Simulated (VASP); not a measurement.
An input for Ansatz (written as the equivalent of a VASP run, and not itself run):

Ansatz 0.2 input:
```yaml
crystal:
  lattice:
    - [-1.6098718, 1.6098718, 3.2429247]
    - [1.6098718, -1.6098718, 3.2429247]
    - [1.6098718, 1.6098718, -3.2429247]
  atoms:
    - { symbol: Ca, position: [0.5000000, 0.5000000, 0.0000000] }
    - { symbol: O, position: [0.8859394, 0.8859394, 0.0000000] }
    - { symbol: O, position: [0.1140606, 0.1140606, 0.0000000] }
kpoints:
  mp_grid: { grid: [9, 9, 9] }
hamiltonian:
  xc: lda
  pseudopotentials: { kind: paw }
scf:
  occupations: { method: gaussian, width: 0.05 }
  max_iter: 100
relax:
  max_steps: 60
  f_tol: 0.02
  cell: {}
output: { forces: true, stress: true, eigenvalues: true }
```

Question: Write the VASP files for the same calculation (LDA).

Answer: One answer among several that fit: 
**POSCAR**
```
CaO2
1
   -1.6098718098     1.6098718098     3.2429246999
    1.6098718098    -1.6098718098     3.2429246999
    1.6098718098     1.6098718098    -3.2429246999
Ca O
1 2
Direct
  0.5000000000   0.5000000000   0.0000000000
  0.8859394145   0.8859394145   0.0000000000
  0.1140605855   0.1140605855   0.0000000000
```

**KPOINTS**
```
Automatic mesh
0
Gamma
9 9 9
0 0 0
```

**INCAR**
```
SYSTEM = CaO2
PREC = Accurate
ENCUT = 520
EDIFF = 1E-6
NELM = 100
ALGO = Normal
LREAL = .FALSE.
LASPH = .TRUE.
ISMEAR = 0
SIGMA = 0.05
LWAVE = .FALSE.
LCHARG = .FALSE.
IBRION = 2
ISIF = 3
NSW = 60
EDIFFG = -0.02
```

POTCAR, in this order: Ca_sv O (LDA.64 set). Program: vasp_std.

What does not carry over: each code has its own PAW files, so the cut-off isn't converted (ENCUT is set for VASP's; basis.ecutwfc is left out, and Ansatz then takes the one that its files recommend); Ansatz stops its SCF on the density residual and VASP on the energy change (EDIFF); Ansatz's lda is the Perdew-Wang form, while the LDA potentials of VASP carry Perdew-Zunger's.

The structure comes from a computed database's CaO2 entry (I4/mmm); how it stands against other phases isn't given here. This run relaxes it. Symmetry was kept, so distortions that lower it aren't found. The start is the result of an earlier pass.
